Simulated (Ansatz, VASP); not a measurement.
**InAs: VASP beside Ansatz**

Wanted: the spread between two codes on one cell, functional and k mesh. The cell is taken from a series of runs on this material, whose earlier steps may have relaxed, scaled, displaced or heated it; both programs get it as it stands.

Calculated with Ansatz 0.2.0; plane waves, with VASP 6.6.1 beside it; PBEsol.

**1. Set-up**

Symmetry: F-43m, No. 216, cubic system. The conventional cell has a = 6.127 Å, b = 6.127 Å, c = 6.127 Å, α = 90.00°, β = 90.00°, γ = 90.00°. Nearest to As lie 4 In at 2.65 Å. Nearest to In lie 4 As at 2.65 Å. Farther neighbours are not listed.

Coordinates:

```cif
data_structure
_symmetry_space_group_name_H-M 'P 1'
_symmetry_Int_Tables_number 1
_cell_length_a 4.3327
_cell_length_b 4.3327
_cell_length_c 4.3327
_cell_angle_alpha 60.000
_cell_angle_beta 60.000
_cell_angle_gamma 60.000
_cell_volume 57.51
loop_
_atom_site_label
_atom_site_type_symbol
_atom_site_fract_x
_atom_site_fract_y
_atom_site_fract_z
_atom_site_occupancy
As1 As 0.75000 0.75000 0.75000 1
In2 In 0.00000 0.00000 0.00000 1
```

**2. VASP: zone-centre phonons, PBEsol, pair 1**

Second derivatives magnify differences that forces hide, and they need a tight electronic threshold.

Lines of VASP's logs that name or quote its potential files are left out, and so is its time.

Contents of INCAR:

```
SYSTEM = InAs
PREC = Accurate
ENCUT = 500
EDIFF = 1E-08
NELM = 120
ISMEAR = 1
SIGMA = 0.2
LREAL = .FALSE.
ALGO = Normal
GGA = PS
NBANDS = 15
LORBIT = 11
LWAVE = .FALSE.
LCHARG = .FALSE.
ISIF = 2
IBRION = 8
LASPH = .TRUE.
GGA_COMPAT = .FALSE.
KPAR = 2
```

Contents of POSCAR:

```
InAs
1.0
    0.0000000000      3.0636960942      3.0636960942
    3.0636960942      0.0000000000      3.0636960942
    3.0636960942      3.0636960942      0.0000000000
As In
1 1
Direct
    0.7500000000      0.7500000000      0.7500000000
    0.0000000000      0.0000000000      0.0000000000
```

Contents of KPOINTS:

```
Automatic mesh
0
Gamma
12 12 12
0 0 0
```

PAW data sets: As and In_d (PBE family, release 64).

The run is started by

```bash
> mpirun -np 2 vasp_std
```

Numbers of over 12 decimals in the logs are rounded to 6 here.

The program printed:

```text
[banner, memory and clock lines left out]
running    2 mpi-ranks, on    1 nodes
 distrk:  each k-point on    1 cores,    2 groups
 distr:  one band on    1 cores,    1 groups

 POSCAR found type information on POSCAR AsIn
 POSCAR found :  2 types and       2 ions
|                                                                             |
|               ----> ADVICE to this user running VASP <----                  |
|                                                                             |
|     You enforced a specific xc type in the INCAR file but a different       |
|     [... a line on the potential file left out ...]
|     I HOPE YOU KNOW WHAT YOU ARE DOING!                                     |
|                                                                             |

 LDA part: xc-table for (Slater+PW92), standard interpolation
 POSCAR, INCAR and KPOINTS ok, starting setup
 FFT: planning ... GRIDC
 FFT: planning ... GRID_SOFT
 FFT: planning ... GRID
 WAVECAR not read
 entering main loop
       N       E                     dE             d eps       ncg     rms          rms(c)
DAV:   1     0.110766592811E+03    0.11077E+03   -0.82218E+03  2167   0.124E+03
DAV:   2    -0.112841077605E+01   -0.11190E+03   -0.10740E+03  2356   0.293E+02
DAV:   3    -0.857570109984E+01   -0.74473E+01   -0.74045E+01  2755   0.776E+01
DAV:   4    -0.876210668075E+01   -0.18641E+00   -0.18635E+00  2576   0.140E+01
DAV:   5    -0.877122920407E+01   -0.91225E-02   -0.91224E-02  3305   0.269E+00    0.418E+00
DAV:   6    -0.851724471865E+01    0.25398E+00   -0.39501E-01  3357   0.115E+01    0.227E+00
DAV:   7    -0.848855366103E+01    0.28691E-01   -0.10397E-01  3073   0.323E+00    0.670E-01
DAV:   8    -0.848706773425E+01    0.14859E-02   -0.11837E-02  2759   0.131E+00    0.175E-01
DAV:   9    -0.848732063599E+01   -0.25290E-03   -0.84277E-04  2742   0.286E-01    0.989E-02
DAV:  10    -0.848738892672E+01   -0.68291E-04   -0.11760E-04  3280   0.150E-01    0.602E-02
DAV:  11    -0.848740895676E+01   -0.20030E-04   -0.54300E-05  2433   0.100E-01    0.439E-02
DAV:  12    -0.848740892626E+01    0.30501E-07   -0.51650E-06  2495   0.238E-02    0.823E-03
DAV:  13    -0.848740904596E+01   -0.11970E-06   -0.11563E-06  2839   0.609E-03    0.369E-03
DAV:  14    -0.848740902642E+01    0.19534E-07   -0.60160E-08  2643   0.240E-03    0.131E-03
DAV:  15    -0.848740907338E+01   -0.46952E-07   -0.23496E-09  1962   0.694E-04    0.487E-04
DAV:  16    -0.848740908464E+01   -0.11267E-07   -0.21964E-09  1598   0.421E-04    0.805E-05
DAV:  17    -0.848740908617E+01   -0.15273E-08   -0.11639E-09  1346   0.241E-04
   1 F= -.84874091E+01 E0= -.84875652E+01  d E =0.468404E-03
 Linear response reoptimize wavefunctions to high precision
DAV:   1    -0.848740908666E+01   -0.48772E-09   -0.19020E-10  1745   0.166E-04
DAV:   2    -0.848740908665E+01    0.65938E-11   -0.57005E-11  1262   0.719E-05
 Linear response DOF=           2
 Linear response progress:
  Degree of freedom:   1/  2
       N       E                     dE             d eps       ncg     rms          rms(c)
RMM:   1    -0.465906293135E-01   -0.46591E-01    0.65705E-02 17144   0.149E+00
RMM:   2    -0.443590082970E-01    0.22316E-02    0.14168E-03 13243   0.541E-01    0.102E-01
RMM:   3    -0.450160296547E-01   -0.65702E-03   -0.17532E-03 15515   0.227E-01    0.450E-02
RMM:   4    -0.452102783843E-01   -0.19425E-03   -0.14024E-04 15723   0.764E-02    0.111E-02
RMM:   5    -0.452494593656E-01   -0.39181E-04   -0.17482E-05 16119   0.305E-02    0.503E-03
RMM:   6    -0.452357847001E-01    0.13675E-04   -0.23344E-06 15622   0.828E-03    0.150E-03
RMM:   7    -0.452334349598E-01    0.23497E-05   -0.13938E-07 17012   0.246E-03    0.908E-04
RMM:   8    -0.452342505737E-01   -0.81561E-06   -0.52050E-08 15596   0.109E-03    0.427E-04
RMM:   9    -0.452349200960E-01   -0.66952E-06   -0.66120E-09 16109   0.363E-04    0.864E-05
RMM:  10    -0.452349553393E-01   -0.35243E-07    0.56856E-08 17596   0.143E-04    0.520E-05
RMM:  11    -0.452349488885E-01    0.64509E-08   -0.38623E-08 16702   0.538E-05    0.108E-05
 first order change of Fermi-energy   0.30907E-03
 force on displaced ion       1 direction 1 :  -6.862  -0.000  -0.000
 Linear response progress:
  Degree of freedom:   2/  2
       N       E                     dE             d eps       ncg     rms          rms(c)
RMM:   1    -0.233568513172E+00   -0.23357E+00   -0.10355E-01 11343   0.482E+00
RMM:   2    -0.236048126339E+00   -0.24796E-02   -0.12636E-02 14231   0.101E+00    0.764E-02
RMM:   3    -0.235957246382E+00    0.90880E-04   -0.15232E-03 15463   0.312E-01    0.369E-02
RMM:   4    -0.235735123098E+00    0.22212E-03   -0.15078E-04 15916   0.106E-01    0.206E-02
RMM:   5    -0.235666469294E+00    0.68654E-04   -0.26481E-05 16336   0.390E-02    0.722E-03
RMM:   6    -0.235659733017E+00    0.67363E-05   -0.10277E-05 16405   0.133E-02    0.191E-03
RMM:   7    -0.235669856168E+00   -0.10123E-04   -0.42323E-06 16813   0.395E-03    0.798E-04
RMM:   8    -0.235669074766E+00    0.78140E-06   -0.54574E-07 16458   0.167E-03    0.268E-04
RMM:   9    -0.235669261709E+00   -0.18694E-06   -0.18996E-06 17467   0.724E-04    0.106E-04
RMM:  10    -0.235669234870E+00    0.26839E-07   -0.85020E-07 17262   0.303E-04    0.254E-05
RMM:  11    -0.235669269162E+00   -0.34292E-07   -0.24775E-07 17223   0.151E-04    0.231E-05
RMM:  12    -0.235669286139E+00   -0.16977E-07   -0.10775E-07 18409   0.818E-05    0.798E-06
RMM:  13    -0.235669284074E+00    0.20655E-08   -0.36493E-08 16273   0.505E-05    0.174E-05
 first order change of Fermi-energy  -0.46795E-04
 force on displaced ion       2 direction 1 :  -6.883  -0.000  -0.000
 Linear response finished
```

Parts of OUTCAR (step 2):

```text
ion  position               nearest neighbor table
   1  0.750  0.750  0.750-   2 2.65   2 2.65   2 2.65   2 2.65
   2  0.000  0.000  0.000-   1 2.65   1 2.65   1 2.65   1 2.65

  LATTYP: Found a face centered cubic cell.
 ALAT       =     6.1273921884

 Subroutine GETGRP returns: Found 24 space group operations
 (whereof 24 operations were pure point group operations)

The static configuration has the point symmetry T_d .

 Found     72 irreducible k-points:

   k-points           NKPTS =     72   k-points in BZ     NKDIM =     72   number of bands    NBANDS=     15

   dimension x,y,z NGX =    32 NGY =   32 NGZ =   32
   dimension x,y,z NGXF=    64 NGYF=   64 NGZF=   64

   ENCUT  =  500.0 eV  36.75 Ry    6.06 a.u.   7.90  7.90  7.90*2*pi/ulx,y,z

   NELECT =      18.0000    total number of electrons

 k-points in reciprocal lattice and weights: Automatic mesh
   0.00000000  0.00000000  0.00000000       0.001
   0.08333333  0.00000000  0.00000000       0.005
   0.16666667  0.00000000  0.00000000       0.005
   0.25000000  0.00000000  0.00000000       0.005
   0.33333333  0.00000000  0.00000000       0.005
   0.41666667  0.00000000  0.00000000       0.005
   0.50000000  0.00000000  0.00000000       0.002
   0.08333333  0.08333333  0.00000000       0.003
   0.16666667  0.08333333  0.00000000       0.014
[...]
-0.33333333  0.50000000  0.16666667       0.007
  -0.25000000  0.50000000  0.25000000       0.003

 average (electrostatic) potential at core
       1 -49.8634       2 -96.7715

  Total       -0.3489920     -0.3489920     -0.3489920      0.0000000      0.0000000      0.0000000
  in kB       -9.7220766     -9.7220766     -9.7220766      0.0000000      0.0000000      0.0000000
  external PRESSURE =      -9.7220766 kB  Pullay stress =       0.0000000 kB

  energy-cutoff  :      500.00
  volume of cell :       57.51
      direct lattice vectors                 reciprocal lattice vectors
     0.000000000  3.063696094  3.063696094    -0.163201566  0.163201566  0.163201566
     3.063696094  0.000000000  3.063696094     0.163201566 -0.163201566  0.163201566
     3.063696094  3.063696094  0.000000000     0.163201566  0.163201566 -0.163201566

 POSITION                                       TOTAL-FORCE (eV/Angst)
 -----------------------------------------------------------------------------------
      4.59554      4.59554      4.59554         0.000000      0.000000      0.000000
      0.00000      0.00000      0.00000        -0.000000     -0.000000     -0.000000
 -----------------------------------------------------------------------------------
    total drift:                                0.000000      0.000000     -0.000000

 Eigenvectors and eigenvalues of the dynamical matrix
 ----------------------------------------------------

   1 f  =    6.085682 THz    38.237467 2PiTHz  202.996497 cm-1    25.168347 meV
             X         Y         Z           dx          dy          dz
      4.595544  4.595544  4.595544    -0.000000   -0.777432    0.000000
      0.000000  0.000000  0.000000    -0.000000    0.628968    0.000000

   2 f  =    6.085682 THz    38.237467 2PiTHz  202.996497 cm-1    25.168347 meV
             X         Y         Z           dx          dy          dz
      4.595544  4.595544  4.595544     0.777432    0.000000    0.000000
      0.000000  0.000000  0.000000    -0.628968    0.000000    0.000000

   3 f  =    6.085682 THz    38.237467 2PiTHz  202.996497 cm-1    25.168347 meV
             X         Y         Z           dx          dy          dz
      4.595544  4.595544  4.595544    -0.000000   -0.000000   -0.777432
      0.000000  0.000000  0.000000    -0.000000   -0.000000    0.628968

   4 f/i=    0.004591 THz     0.028847 2PiTHz    0.153144 cm-1     0.018987 meV
             X         Y         Z           dx          dy          dz
      4.595544  4.595544  4.595544    -0.036481   -0.601262   -0.180978
      0.000000  0.000000  0.000000    -0.045092   -0.743187   -0.223697

   5 f/i=    0.004591 THz     0.028847 2PiTHz    0.153144 cm-1     0.018987 meV
             X         Y         Z           dx          dy          dz
      4.595544  4.595544  4.595544    -0.108828   -0.172485    0.594984
      0.000000  0.000000  0.000000    -0.134516   -0.213199    0.735426

   6 f/i=    0.004591 THz     0.028847 2PiTHz    0.153144 cm-1     0.018987 meV
             X         Y         Z           dx          dy          dz
      4.595544  4.595544  4.595544     0.618406   -0.065823    0.094030
      0.000000  0.000000  0.000000     0.764377   -0.081361    0.116225

 ELASTIC MODULI CONTR FROM IONIC RELAXATION (kBar)
 Direction    XX          YY          ZZ          XY          YZ          ZX
 --------------------------------------------------------------------------------
 XX          -0.0000      0.0000      0.0000     -0.0000      0.0000      0.0000
 YY           0.0000     -0.0000      0.0000     -0.0000     -0.0000     -0.0000
 ZZ           0.0000      0.0000     -0.0000      0.0000     -0.0000      0.0000
 XY          -0.0000     -0.0000      0.0000   -175.8286      0.0000      0.0000
 YZ           0.0000     -0.0000     -0.0000      0.0000   -175.8286      0.0000
 ZX           0.0000     -0.0000      0.0000      0.0000      0.0000   -175.8286
 --------------------------------------------------------------------------------
```

**3. Ansatz: zone-centre phonons, PBEsol, pair 1**

Ansatz runs on its PAW soft_1 files.

The same cell, functional, mesh and smearing now go to Ansatz, which takes its cutoff from its data sets.

Contents of input.yaml:

```yaml
crystal:
  lattice:
    - [0.0, 3.0636960942, 3.0636960942]
    - [3.0636960942, 0.0, 3.0636960942]
    - [3.0636960942, 3.0636960942, 0.0]
  atoms:
    - { symbol: As, position: [0.75, 0.75, 0.75] }
    - { symbol: In, position: [0.0, 0.0, 0.0] }
kpoints:
  mp_grid: { grid: [12, 12, 12] }
hamiltonian:
  xc: pbesol
  pseudopotentials: { kind: paw, azcp: { folder: soft_1 }, xc_functional: pbe }
scf:
  occupations: { method: methfessel_paxton, width: 0.2 }
output:
  eigenvalues: true
phonons:
  method: dfpt
```

The run is started by

```bash
> ansatz run input.yaml --threads 4 --pin off --max-ram 10240MiB --backend cpu --events-out ev --progress --plain --runs-dir out
```

The program printed:

```text
zone centre: on kpoints.mp_grid the ground state, and the responses unless they are solved on pairs of k-points, stand on 163 of the mesh's 1728 k-points, reduced under 8 symmetry operations, with k and −k counted as one. Each operation leaves every solved displacement unchanged or reverses it
Engine: ansatz 0.2.0, aarch64-unknown-linux-gnu
Pseudopotentials: kind: paw
Pseudopotential: As, paw, valence charge 15, recommended cutoff 420 eV (normal), soft_1/As.paw.azcp
Pseudopotential: In, paw, valence charge 13, recommended cutoff 420 eV (normal), soft_1/In.paw.azcp
Functional definition: PBEsol
  exchange = pbesol_x
  correlation = pbesol_c
Crystal: 2 atoms, lattice volume = 57.513 Å³
Basis set: ecut = 420 eV, 1139 PW (Γ), exchange–correlation on 60×60×60 points (8 copies of the dense FFT grid, shifted against one another)
Bands: 18, of which v1, the nominal top of the filled ones, is band 14 counted from 1 (13 counted from 0)
Symmetry: 24 space group operations
k-points: 163 of 1728 (irreducible under 8 space group operations, time reversal used)
Non-local potential: As, projectors of the file, l = 0: 2, l = 1: 2, l = 2: 3, l = 3: 1
Non-local potential: In, projectors of the file, l = 0: 2, l = 1: 2, l = 2: 2, l = 3: 1
PAW form: soft (Blöchl's): semilocal exchange-correlation on the pseudo side does not see the compensation charge
PAW frozen core: As, regenerated for the run's functional, and the local potential with it (the file was generated under x = pbe(κ = 0.804, μ = 0.219515), c = pbe(β = 0.066725))
PAW frozen core: In, regenerated for the run's functional, and the local potential with it (the file was generated under x = pbe(κ = 0.804, μ = 0.219515), c = pbe(β = 0.066725))
PAW one-centre angular grid: As, 590 points (default); XC on 64 Gauss nodes
PAW one-centre angular grid: In, 590 points (default); XC on 64 Gauss nodes
Initial density: superposition of atomic densities (chi_scale 0.1, normalization cell, long waves kept (reshape's long-wave potential 0.00 eV rms))
Initial wavefunctions: pseudopotential atomic-orbital guess
Functional: x = pbesol(κ = 0.804, μ = 0.123457), c = pbesol(β = 0.046)
SCF iter   1: F=—  HF=-10338.980261 eV  |F-HF|=—  |Δ(HF+E_count)|=         —  Δρ=2.77e-2  dr2=3.51e-1  ethr=3.10e-3  ⟨swp⟩=5.1  Hψ=14735  notcnv=0
preconditioner: auto → none  [insulator: Δε(μ)=0.715 eV  Ē_g=14.513 eV  σ=0.200 eV  W_gap=0.68  n_scr=14 (ndim 8)  ℏωp=20.8 eV  f_vac=0.015  D(μ)=0.06/eV (n_scr^D=0)  ε∞_Penn≈3.0]
SCF iter   2: F=—  HF=-10338.905518 eV  |F-HF|=—  |Δ(HF+E_count)|=   7.47e-2  S|Δr|=    0.00e0  Δρ=1.25e-2  dr2=6.46e-2  ethr=1.25e-3  ⟨swp⟩=2.0  Hψ=4844  notcnv=0
SCF iter   3: F=—  HF=-10338.893967 eV  |F-HF|=—  |Δ(HF+E_count)|=   1.16e-2  S|Δr|=    0.00e0  Δρ=1.67e-3  dr2=3.70e-3  ethr=2.31e-4  ⟨swp⟩=2.0  Hψ=4232  notcnv=0
SCF iter   4: F=—  HF=-10338.892671 eV  |F-HF|=—  |Δ(HF+E_count)|=   1.30e-3  S|Δr|=    0.00e0  Δρ=5.67e-4  dr2=1.18e-4  ethr=1.32e-5  ⟨swp⟩=2.0  Hψ=5217  notcnv=0
SCF iter   5: F=—  HF=-10338.892668 eV  |F-HF|=—  |Δ(HF+E_count)|=   3.25e-6  S|Δr|=    0.00e0  Δρ=1.87e-4  dr2=7.69e-6  ethr=4.20e-7  ⟨swp⟩=2.0  Hψ=5217  notcnv=0
SCF iter   6: F=—  HF=-10338.892675 eV  |F-HF|=—  |Δ(HF+E_count)|=   7.51e-6  S|Δr|=    0.00e0  Δρ=2.11e-5  dr2=1.26e-7  ethr=2.75e-8  ⟨swp⟩=2.0  Hψ=3534  notcnv=0
SCF iter   7: F=—  HF=-10338.892673 eV  |F-HF|=—  |Δ(HF+E_count)|=   1.97e-6  S|Δr|=    0.00e0  Δρ=5.36e-6  dr2=1.52e-8  ethr=4.50e-10  ⟨swp⟩=2.0  Hψ=5217  notcnv=0
SCF iter   8: F=—  HF=-10338.892673 eV  |F-HF|=—  |Δ(HF+E_count)|=   1.17e-8  S|Δr|=    0.00e0  Δρ=1.05e-6  dr2=3.60e-10  ethr=5.43e-11  ⟨swp⟩=2.0  Hψ=5217  notcnv=0
SCF iter   9: F=—  HF=-10338.892673 eV  |F-HF|=—  |Δ(HF+E_count)|=  1.20e-10  S|Δr|=    0.00e0  Δρ=1.71e-7  dr2=1.20e-11  ethr=1.28e-12  ⟨swp⟩=2.0  Hψ=5218  notcnv=0
SCF iter  10: F=-10338.892673 eV  HF=-10338.892673 eV  |F-HF|=5.46e-12  |Δ(HF+E_count)|=  2.18e-11  S|Δr|=    0.00e0  Δρ=2.10e-8  dr2=1.53e-13  ethr=1.00e-12  ⟨swp⟩=5.5  Hψ=11237  notcnv=0
SCF 1 converged in 10 iterations: F = -10338.892673 eV  dr2 = 1.53e-13
  greatest PAW one-centre occupation: 0.999 electrons in one spin orbital (limit 2), on the As atom at site 0 (counted from 0), in its partial waves of l = 2
DFPT response loops at Γ: preconditioner auto → Kerker (q_TF=auto, 2.420 Å⁻¹) (partly filled bands, converged f_vac=0.099); β = 1.00, the filter's whole step (`scf.mixing.beta` (0.50) is not read by the response loops under this deck's `scf.mixing.preconditioner`; to damp them name `kerker` or `kerker_dos`, under which they read `scf.mixing.beta`, and type it under 1.00, their step now; both keys bind the ground state too); Broyden in place of MSR1
SCF converged after 10 iterations
Stability not checked: this state was not tested for a lower state beside it, because cold or Methfessel-Paxton smearing, or corrected tetrahedra, fill the levels in a way that the test cannot read (fill_not_monotonic; see scf.lower_state_search)
Free energy (F): -10338.892673 eV
Harris-Foulkes:  -10338.892673 eV  (|F-HF|=5.46e-12)
Internal energy: -10338.893145 eV  (E = F + TS)
E sigma→0 (E₀):  -10338.892791 eV
Entropy (-TS):   0.000472 eV (0.236 meV/atom)
Fermi energy:    7.068687 eV
Step filling:    the computed levels leave a gap of 0.0000 eV = 0.0 smearing widths at the electron count; against every level under it full and every level over it empty, smearing changes F+E_penalty+E_count by +0.184 meV and its σ→0 estimate by +0.066 meV
--- Per-component energies (eV) ---
  E_band       = -332.878032
  E_kinetic    = 315.994089
  E_local      = -3532.197674  (includes V_loc(G=0)·N_el)
  E_nonlocal   = -63.466490
  E_hartree    = 1750.269849
  E_xc         = -211.111369
  E_vxc        = -162.655314  (∫ρ·V_xc dr)
  E_paw        = -6109.487627  (= ΣΔE_a)
  E_vpaw       = -391.092515  (= ΣTr[D̂ρ^β])
  E_aug_tail   = 0.000153  (compensation charges beyond the density's cutoff)
  E_ewald      = -2490.096409
  E_core_change = 1.202334  (= ΣΔE_core)
  E_smearing   = 0.000472  (= −TS)
  E_closure    = 0.000000  (closes the sum)
  Σ components = -10338.892673   (vs F -10338.892673, Δ=0.00e0)
--- Band table (eV; the first three rows and the last of 163) ---
  k-point 0: bands = [... 10 lower, -4.6184, 6.5377, 7.0241, 7.0241, 7.0241, 10.8734, 10.8734, 10.8734]
  k-point 1: bands = [... 10 lower, -4.5504, 5.6468, 6.9380, 6.9380, 7.6826, 10.8816, 11.0024, 11.0024]
  k-point 2: bands = [... 10 lower, -4.3541, 4.4852, 6.7279, 6.7279, 8.0946, 11.1998, 11.2988, 11.2988]
  k-point 162: bands = [... 10 lower, -2.7128, 1.4524, 4.2055, 4.2923, 11.0360, 11.2235, 11.8450, 12.9913]
--- Phonons (Γ-DFPT): 2 representative perturbations + reference, on 163 of 1728 k-points (Σ response iterations 6) ---
  k mesh reduced under 8 symmetry operations, with k and −k counted as one. Each operation leaves every solved displacement unchanged or reverses it
  ASR residual: 4.034e-5 → 0.000e0 eV/Å²; symmetrization residual: 1.790e-5 eV/Å²
  ASR residual per site (eV/Å²): 4.03e-5 3.78e-5
  Γ frequencies (cm⁻¹): 0.00 0.00 0.00 202.46 202.46 202.46
  non-analytic LO–TO correction: not included (Born effective charges unavailable; polar crystals: no LO–TO splitting at Γ)
```

The column dr2 measures how far the density is from self-consistency, as an energy; F and HF (Harris–Foulkes) agree once it is small.

**4. Comparison**

Known differences besides the potentials themselves: the data sets hold 28 valence electrons in Ansatz (on its PAW soft_1 files) and 18 in VASP; the cutoff is 420 eV in Ansatz and 500 eV in VASP; Ansatz makes its cores anew for this functional, VASP keeps those of its PBE data sets. Total energies have different zeros and are not compared.

Both answers:

```tsv
quantity	Ansatz	VASP	difference
optical mode 1 to 3 (cm⁻¹)	202.5	203.0	-0.26 %
```

Modes are paired by rising frequency, not by their patterns, so a pair may set unlike modes beside each other; they are those without the splitting of longitudinal modes.

(Continued in part 2 of 2.)

[Lines on the potential files, build, host, timing and source positions are cut from VASP's logs without a mark.]

[Logs are printed without paths, hosts, clocks, repeated set-up lines and the standing remarks that a program may print on its own settings, such as how far it seeks lower states.]

[Hosts, paths, dates, database ids (printed as entryN), source tags and the programs' standing remarks are cut or masked in the printed files.]
